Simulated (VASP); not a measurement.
Here is the system:

```xyz
2
Lattice="0.0000 2.9758 2.9758 2.9758 0.0000 2.9758 2.9758 2.9758 0.0000" Properties=species:S:1:pos:R:3 pbc="T T T"
In     0.0000     0.0000     0.0000
P      1.4879     1.4879     1.4879
```

These are optB88-vdW, VASP's PBE PAW potentials (set 64) (plane waves; VASP 6.6.1) values and carry that method's errors. Settings: 520 eV cut-off, 9×9×9 Γ-centred mesh, tetrahedra with Blöchl corrections, potentials In_d P.

Unless said otherwise, spin-orbit coupling is left out, though it shifts the bands of the heavy elements here.

Question: Estimate the energy per atom (σ→0), band gap (on the k-mesh) with the smallest direct gap where there is one.

Answer: 
| Quantity | Result |
|---|---|
| band gap (on the k-mesh) | 0.32 eV |
| smallest direct gap (on the k-mesh) | 0.32 eV |
| energy per atom (σ→0) | -1.882 eV/atom |

Total energies compare only between runs with the same potentials, cut-off and functional.

The compound is InP in the zinc blende structure. It was relaxed first.
